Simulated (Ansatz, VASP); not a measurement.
# TiSiPb: VASP beside Ansatz

Wanted: the spread between two codes on one cell, functional and k mesh. The cell is invented: As first built, before any earlier steps moved the atoms (in the runner's words): it takes the SrSiGe structure with some of its atoms replaced by other elements, volume scaled by an estimate. It may not be a known or stable phase. The cell is taken from a series of VASP runs on this material, whose earlier steps may have relaxed, scaled or displaced it; both programs get it as it stands.

Main program and level: Ansatz 0.2.0; plane waves, with VASP 6.6.1 beside it; zone-centre phonons at PBE with D4.

## (1) The structure

Symmetry: P-6m2, No. 187, hexagonal system. Conventional cell: a = 4.284 Å, b = 4.284 Å, c = 3.940 Å, α = 90.00°, β = 90.00°, γ = 120.00°. Pb has 6 Si at 3.16 Å and 6 Ti at 3.16 Å nearest. Nearest to Ti lie 3 Si at 2.47 Å and 6 Pb at 3.16 Å. Nearest to Si lie 3 Ti at 2.47 Å and 6 Pb at 3.16 Å. As first built, before any earlier steps moved the atoms (in the runner's words): sites of the SrSiGe structure (space group 187) filled with other elements, volume scaled by an estimate. Farther neighbours are not listed.

## (2) VASP: zone-centre phonons, PBE with D4

Second derivatives magnify differences that forces hide, and they need a tight electronic threshold.

Lines of VASP's logs that name or quote its potential files are left out, and so is its time.

The input, INCAR:

```
SYSTEM = TiSiPb
PREC = Accurate
ENCUT = 400
EDIFF = 1E-08
NELM = 100
ISMEAR = 1
SIGMA = 0.2
LREAL = .FALSE.
ALGO = Normal
GGA = PE
IVDW = 13
NBANDS = 21
LORBIT = 11
LWAVE = .FALSE.
LCHARG = .FALSE.
IBRION = 6
NFREE = 2
POTIM = 0.015
ISIF = 2
NSW = 1
```

The input, POSCAR:

```
TiSiPb
1.0
    4.2836948574      0.0000000000      0.0000000000
   -2.1418474288      3.7097880636      0.0000000000
    0.0000000000      0.0000000000      3.9404015496
Pb Ti Si
1 1 1
Direct
    0.6666666700      0.3333333300      0.0000000000
    0.0000000000      0.0000000000      0.5000000000
    0.3333333300      0.6666666700      0.5000000000
```

The input, KPOINTS:

```
Automatic mesh
0
Gamma
10 10 10
0 0 0
```

The projector-augmented-wave data sets are Pb_d, Ti_sv and Si (PBE family, release 64).

On the command line:

```bash
$ mpirun -np 1 vasp_std
```

Numbers of over 12 decimals in the logs are rounded to 6 here.

Output:

```text
[banner, memory and clock lines left out]
running    1 mpi-ranks, on    1 nodes
 distrk:  each k-point on    1 cores,    1 groups
 distr:  one band on    1 cores,    1 groups

 POSCAR found type information on POSCAR PbTiSi
 POSCAR found :  3 types and       3 ions
 LDA part: xc-table for (Slater+PW92), standard interpolation
 POSCAR, INCAR and KPOINTS ok, starting setup
 FFT: planning ... GRIDC
 FFT: planning ... GRID_SOFT
 FFT: planning ... GRID
 WAVECAR not read
 entering main loop
       N       E                     dE             d eps       ncg     rms          rms(c)
DAV:   1     0.281551829382E+03    0.28155E+03   -0.13335E+04  3528   0.139E+03
DAV:   2     0.790211847229E+01   -0.27365E+03   -0.26711E+03  3563   0.407E+02
DAV:   3    -0.162473701570E+02   -0.24149E+02   -0.23412E+02  6159   0.123E+02
DAV:   4    -0.180407746249E+02   -0.17934E+01   -0.17655E+01  4785   0.232E+01
DAV:   5    -0.181718067699E+02   -0.13103E+00   -0.13098E+00  5190   0.586E+00    0.102E+01
DAV:   6    -0.171291978871E+02    0.10426E+01   -0.16790E+01  4563   0.299E+01    0.826E+00
DAV:   7    -0.161725525830E+02    0.95665E+00   -0.64463E+00  4516   0.211E+01    0.341E+00
DAV:   8    -0.160976202099E+02    0.74932E-01   -0.44392E-01  3966   0.565E+00    0.101E+00
DAV:   9    -0.160976280774E+02   -0.78676E-05   -0.53454E-02  5125   0.142E+00    0.433E-01
DAV:  10    -0.160965027739E+02    0.11253E-02   -0.60529E-03  5205   0.681E-01    0.153E-01
DAV:  11    -0.160968479293E+02   -0.34516E-03   -0.80452E-04  4694   0.239E-01    0.122E-01
DAV:  12    -0.160966627743E+02    0.18515E-03   -0.55729E-04  4542   0.205E-01    0.845E-03
DAV:  13    -0.160966653411E+02   -0.25668E-05   -0.32793E-05  5025   0.393E-02    0.680E-03
DAV:  14    -0.160966648494E+02    0.49171E-06   -0.10811E-06  5030   0.897E-03    0.266E-03
DAV:  15    -0.160966648715E+02   -0.22127E-07   -0.13961E-07  4787   0.257E-03    0.144E-03
DAV:  16    -0.160966648949E+02   -0.23400E-07   -0.43482E-08  3846   0.136E-03    0.714E-04
DAV:  17    -0.160966649043E+02   -0.94242E-08   -0.10461E-08  3362   0.893E-04
   1 F= -.17151554E+02 E0= -.17150039E+02  d E =-.454521E-02
[... from here on, the cycles between the ionic steps are left out ...]
   2 F= -.17151412E+02 E0= -.17149905E+02  d E =-.452271E-02
   3 F= -.17151412E+02 E0= -.17149905E+02  d E =-.452276E-02
   6 F= -.17150679E+02 E0= -.17149178E+02  d E =-.450236E-02
   7 F= -.17150679E+02 E0= -.17149178E+02  d E =-.450229E-02
   8 F= -.17151334E+02 E0= -.17149818E+02  d E =-.454837E-02
   9 F= -.17151334E+02 E0= -.17149818E+02  d E =-.454836E-02
  10 F= -.17150949E+02 E0= -.17149454E+02  d E =-.448353E-02
  11 F= -.17150949E+02 E0= -.17149454E+02  d E =-.448351E-02
  12 F= -.17151469E+02 E0= -.17149953E+02  d E =-.454739E-02
 Finite differences progress:
  Degree of freedom:   6/  6
  Displacement:        1/  2
  Total:              11/ 12
 bond charge predicted
       N       E                     dE             d eps       ncg     rms          rms(c)
DAV:   1    -0.160964061392E+02    0.17386E-03   -0.12704E-01  5162   0.109E+00    0.906E-02
DAV:   2    -0.160966041659E+02   -0.19803E-03   -0.36761E-03  6869   0.342E-01    0.480E-02
DAV:   3    -0.160965761320E+02    0.28034E-04   -0.22194E-04  5538   0.806E-02    0.133E-02
DAV:   4    -0.160965793329E+02   -0.32009E-05   -0.18470E-05  6084   0.308E-02    0.801E-03
DAV:   5    -0.160965801291E+02   -0.79621E-06   -0.25776E-06  7465   0.141E-02    0.556E-03
DAV:   6    -0.160965799861E+02    0.14297E-06   -0.11272E-06  6468   0.905E-03    0.127E-03
DAV:   7    -0.160965800001E+02   -0.14000E-07   -0.15869E-07  6035   0.238E-03    0.488E-04
DAV:   8    -0.160965800002E+02   -0.13279E-09   -0.10704E-08  3838   0.101E-03
  13 F= -.17151469E+02 E0= -.17149953E+02  d E =-.454741E-02
 Finite differences progress:
  Degree of freedom:   6/  6
  Displacement:        2/  2
  Total:              12/ 12
```

OUTCAR, selected parts (step 2):

```text
ion  position               nearest neighbor table
   1  0.667  0.333  0.000-   3 3.16   3 3.16   2 3.16   2 3.16   3 3.16   3 3.16   2 3.16   2 3.16
                             2 3.16   2 3.16   3 3.16   3 3.16
   2  0.000  0.000  0.500-   3 2.47   3 2.47   3 2.47   1 3.16   1 3.16   1 3.16   1 3.16   1 3.16
                             1 3.16
   3  0.333  0.667  0.500-   2 2.47   2 2.47   2 2.47   1 3.16   1 3.16   1 3.16   1 3.16   1 3.16
                             1 3.16

  LATTYP: Found a hexagonal cell.
 ALAT       =     4.2836948574
 C/A-ratio  =     0.9198604664

 Subroutine GETGRP returns: Found 12 space group operations
 (whereof 12 operations were pure point group operations)

The static configuration has the point symmetry D_3h.

 Found     84 irreducible k-points:

   k-points           NKPTS =     84   k-points in BZ     NKDIM =     84   number of bands    NBANDS=     21

   dimension x,y,z NGX =    28 NGY =   28 NGZ =   28
   dimension x,y,z NGXF=    56 NGYF=   56 NGZF=   56

   ENCUT  =  400.0 eV  29.40 Ry    5.42 a.u.   6.99  6.99  6.43*2*pi/ulx,y,z

   NELECT =      30.0000    total number of electrons

 k-points in reciprocal lattice and weights: Automatic mesh
   0.00000000  0.00000000  0.00000000       0.001
   0.10000000 -0.00000000  0.00000000       0.006
   0.20000000 -0.00000000  0.00000000       0.006
   0.30000000  0.00000000  0.00000000       0.006
   0.40000000  0.00000000  0.00000000       0.006
   0.50000000 -0.00000000  0.00000000       0.003
   0.10000000  0.10000000  0.00000000       0.006
   0.20000000  0.10000000  0.00000000       0.012
   0.30000000  0.10000000  0.00000000       0.012
[...]
0.40000000  0.20000000  0.50000000       0.006
   0.30000000  0.30000000  0.50000000       0.006

 average (electrostatic) potential at core
       1 -89.2986       2 -72.9667       3 -80.9863

 E-fermi :   7.8542

 k-point     1 :       0.0000    0.0000    0.0000
  band No.  band energies     occupation
    ...
     10      -3.3161      2.00000
     11       3.7080      2.00000
     12       5.3472      2.00000
     13       5.3472      2.00000
     14       6.8159      2.00000
     15       8.4016     -0.00075
     16       8.8975     -0.00000
     17       8.8975     -0.00000
     18      10.0022     -0.00000
     19      10.0022     -0.00000
    ...

 k-point     2 :       0.1000   -0.0000    0.0000
  band No.  band energies     occupation
    ...
     10      -3.2081      2.00000
     11       3.3160      2.00000
     12       5.3783      2.00000
     13       5.5992      2.00000
     14       6.7944      2.00000
     15       8.2935     -0.00806
     16       8.8880     -0.00000
     17       9.0574     -0.00000
     18       9.6465     -0.00000
     19       9.7234     -0.00000
    ...

 k-point     3 :       0.2000   -0.0000    0.0000
  band No.  band energies     occupation
    ...
     11       2.5013      2.00000
     12       5.4621      2.00000
     13       6.0115      2.00000
     14       6.7660      2.00000
     15       7.7105      1.93250
     16       8.8630     -0.00000
     17       9.2022     -0.00000
     18       9.4662     -0.00000
     19       9.5428     -0.00000
     20      12.3002      0.00000
    ...

  DFT-D4 for vdW energy calculation

  Edisp (eV):   -1.05489

  Total       0.17754     0.17754    -0.16210    -0.00000     0.00000     0.00000
  in kB       4.54249     4.54249    -4.14739    -0.00000     0.00000     0.00000
  external pressure =        1.65 kB  Pullay stress =        0.00 kB

  energy-cutoff  :      400.00
  volume of cell :       62.62
      direct lattice vectors                 reciprocal lattice vectors
     4.283694857  0.000000000  0.000000000     0.233443332  0.134778589  0.000000000
    -2.141847429  3.709788064  0.000000000     0.000000000  0.269557178  0.000000000
     0.000000000  0.000000000  3.940401550     0.000000000  0.000000000  0.253781242

 POSITION                                       TOTAL-FORCE (eV/Angst)
 -----------------------------------------------------------------------------------
      2.14185      1.23660      0.00000        -0.000000      0.000000     -0.027491
      0.00000      0.00000      1.97020         0.000000      0.000000      0.016140
     -0.00000      2.47319      1.95520         0.000000      0.000000      0.011350
 -----------------------------------------------------------------------------------
    total drift:                               -0.000018      0.000010     -0.000035

  FREE ENERGIE OF THE ION-ELECTRON SYSTEM (eV)
  ---------------------------------------------------
  free  energy   TOTEN  =       -17.1514689538 eV

  energy  without entropy=      -17.1469215413  energy(sigma->0) =      -17.14995315

 Eigenvectors and eigenvalues of the dynamical matrix
 ----------------------------------------------------

   1 f  =    9.139334 THz    57.424129 2PiTHz  304.855366 cm-1    37.797231 meV
             X         Y         Z           dx          dy          dz
      2.141847  1.236596  0.000000    -0.053885    0.000005   -0.000000
      0.000000  0.000000  1.970201     0.674948   -0.000067   -0.000000
     -0.000000  2.473192  1.970201    -0.735895    0.000073    0.000000

   2 f  =    9.139333 THz    57.424121 2PiTHz  304.855324 cm-1    37.797226 meV
             X         Y         Z           dx          dy          dz
      2.141847  1.236596  0.000000     0.000005    0.053885    0.000000
      0.000000  0.000000  1.970201    -0.000067   -0.674948   -0.000000
     -0.000000  2.473192  1.970201     0.000073    0.735895   -0.000000

   3 f  =    4.636266 THz    29.130520 2PiTHz  154.649193 cm-1    19.174048 meV
             X         Y         Z           dx          dy          dz
      2.141847  1.236596  0.000000     0.000000   -0.000000    0.519058
      0.000000  0.000000  1.970201    -0.000000    0.000000   -0.671331
     -0.000000  2.473192  1.970201    -0.000000    0.000000   -0.529050

   4 f  =    2.164010 THz    13.596879 2PiTHz   72.183619 cm-1     8.949624 meV
             X         Y         Z           dx          dy          dz
      2.141847  1.236596  0.000000     0.516057   -0.000051   -0.000000
      0.000000  0.000000  1.970201    -0.612094    0.000061   -0.000000
     -0.000000  2.473192  1.970201    -0.599188    0.000059    0.000000

   5 f  =    2.164010 THz    13.596877 2PiTHz   72.183609 cm-1     8.949623 meV
             X         Y         Z           dx          dy          dz
      2.141847  1.236596  0.000000     0.000051    0.516057    0.000000
      0.000000  0.000000  1.970201    -0.000061   -0.612094    0.000000
     -0.000000  2.473192  1.970201    -0.000059   -0.599188   -0.000000

   6 f  =    0.952664 THz     5.985767 2PiTHz   31.777466 cm-1     3.939902 meV
             X         Y         Z           dx          dy          dz
      2.141847  1.236596  0.000000     0.000000   -0.000000   -0.017185
      0.000000  0.000000  1.970201     0.000000   -0.000000    0.610638
     -0.000000  2.473192  1.970201     0.000000   -0.000000   -0.791723

   7 f/i=    0.003619 THz     0.022740 2PiTHz    0.120721 cm-1     0.014967 meV
             X         Y         Z           dx          dy          dz
      2.141847  1.236596  0.000000     0.000704   -0.854857    0.000000
      0.000000  0.000000  1.970201     0.000339   -0.412051    0.000000
     -0.000000  2.473192  1.970201     0.000260   -0.315329    0.000000

   8 f/i=    0.003619 THz     0.022740 2PiTHz    0.120721 cm-1     0.014967 meV
             X         Y         Z           dx          dy          dz
      2.141847  1.236596  0.000000     0.854857    0.000704    0.000000
      0.000000  0.000000  1.970201     0.412051    0.000339    0.000000
     -0.000000  2.473192  1.970201     0.315329    0.000260    0.000000

   9 f/i=    0.013806 THz     0.086745 2PiTHz    0.460513 cm-1     0.057096 meV
             X         Y         Z           dx          dy          dz
      2.141847  1.236596  0.000000     0.000000   -0.000000   -0.854566
      0.000000  0.000000  1.970201     0.000000   -0.000000   -0.420042
     -0.000000  2.473192  1.970201     0.000000   -0.000000   -0.305420

 ELASTIC MODULI CONTR FROM IONIC RELAXATION (kBar)
 Direction    XX          YY          ZZ          XY          YZ          ZX
 --------------------------------------------------------------------------------
 XX       -1050.5060   1050.5057      0.0000      0.0000      0.0000      0.0000
 YY        1050.5057  -1050.5054     -0.0000      0.0000     -0.0000     -0.0000
 ZZ           0.0000     -0.0000     -0.0000      0.0000      0.0000      0.0000
 XY           0.0000      0.0000      0.0000  -1050.5057      0.0000      0.0000
 YZ           0.0000     -0.0000      0.0000      0.0000     -0.0000     -0.0000
 ZX           0.0000     -0.0000      0.0000      0.0000     -0.0000     -0.0000
 --------------------------------------------------------------------------------

 total charge
# of ion       s       p       d       tot
------------------------------------------
    1        1.309   0.877   9.823  12.009
    2        2.191   6.091   2.004  10.286
    3        0.824   0.874   0.000   1.699
--------------------------------------------------
tot          4.325   7.842  11.827  23.993

[... 3 further parts left out ...]
```

CONTCAR:

```
TiSiPb
   1.00000000000000
     4.2836948573999996    0.0000000000000000    0.0000000000000000
    -2.1418474287999998    3.7097880636000000    0.0000000000000000
     0.0000000000000000    0.0000000000000000    3.9404015496000002
  Pb              Ti              Si
     1     1     1
Direct
     0.6666666699999979    0.3333333300000021    0.0000000000000000
     0.0000000000000000    0.0000000000000000    0.5000000000000000
     0.3333333300000020    0.6666666699999978    0.4961932813670924
```

(Continued in part 2 of 2.)

[Lines on the potential files, build, host, timing and source positions are cut from VASP's logs without a mark.]

[Logs are printed without paths, hosts, clocks, repeated set-up lines and the standing remarks that a program may print on its own settings, such as how far it seeks lower states.]

[Hosts, paths, dates, database ids (printed as entryN), source tags and the programs' standing remarks are cut or masked in the printed files.]
